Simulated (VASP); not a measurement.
An input for Quantum ESPRESSO's pw.x (written as the equivalent of a VASP run, and not itself run):

```
&CONTROL
  calculation = 'vc-relax'
  pseudo_dir = './pseudo'
  outdir = './out'
  tprnfor = .true.
  tstress = .true.
  nstep = 40
  forc_conv_thr = 0.00078
/
&SYSTEM
  ibrav = 0
  nat = 4
  ntyp = 2
  ecutwfc = 92
  occupations = 'smearing'
  smearing = 'gaussian'
  degauss = 0.003675
  input_dft = 'pbesol'
/
&ELECTRONS
  conv_thr = 7.3e-08
  electron_maxstep = 100
/
&IONS
/
&CELL
  press = 100
/
ATOMIC_SPECIES
  Cu 63.546 Cu.upf
  I 126.904 I.upf
CELL_PARAMETERS angstrom
     3.9888994    0.0000000    0.0000000
    -1.9944497    3.4544885    0.0000000
     0.0000000    0.0000000    6.6150556
ATOMIC_POSITIONS crystal
  Cu   0.3333330  0.6666670  0.0024253
  Cu   0.6666670  0.3333330  0.5024253
  I    0.3333330  0.6666670  0.3725747
  I    0.6666670  0.3333330  0.8725747
K_POINTS automatic
  7 7 4 0 0 0
```

### Question
Write the VASP files for the same calculation (PBEsol).

### Answer
One answer among several that fit: 
INCAR:
```
SYSTEM = CuI
PREC = Accurate; ENCUT = 500; LREAL = .False.
LASPH = .True.
EDIFF = 1E-6; NELM = 100; ALGO = Normal
LMAXMIX = 4
ISMEAR = 0; SIGMA = 0.05
GGA = PS
IBRION = 2; NSW = 40; ISIF = 3
EDIFFG = -0.02; PSTRESS = 100
LWAVE = .False.; LCHARG = .False.
```

### KPOINTS
```
Automatic mesh
0
Gamma
7 7 4
0 0 0
```

### POSCAR
```
CuI
1.0
  3.9888994104   0.0000000000   0.0000000000
 -1.9944497052   3.4544885119   0.0000000000
  0.0000000000   0.0000000000   6.6150555584
Cu I
2 2
Cart
 -0.0000019944   2.3029934928   0.0160434446
  1.9944516996   1.1514950191   3.3235712238
 -0.0000019944   2.3029934928   2.4646023898
  1.9944516996   1.1514950191   5.7721301690
```

POTCAR, in this order: Cu I (PBE.64 set). Program: vasp_std.

The two are equivalent in intent, not identical: the potentials are each code's own (VASP's PAW set, PseudoDojo norm-conserving files in pw.x), so ENCUT and ecutwfc are chosen apart and not converted; conv_thr bounds pw.x's estimated SCF error, while EDIFF bounds the energy change between steps; forc_conv_thr acts on force components and is met together with etot_conv_thr.

The structure was generated: CuI was put into the wurtzite type (P6_3mc), which need not be its known phase. It was relaxed first under an external pressure of 10 GPa.
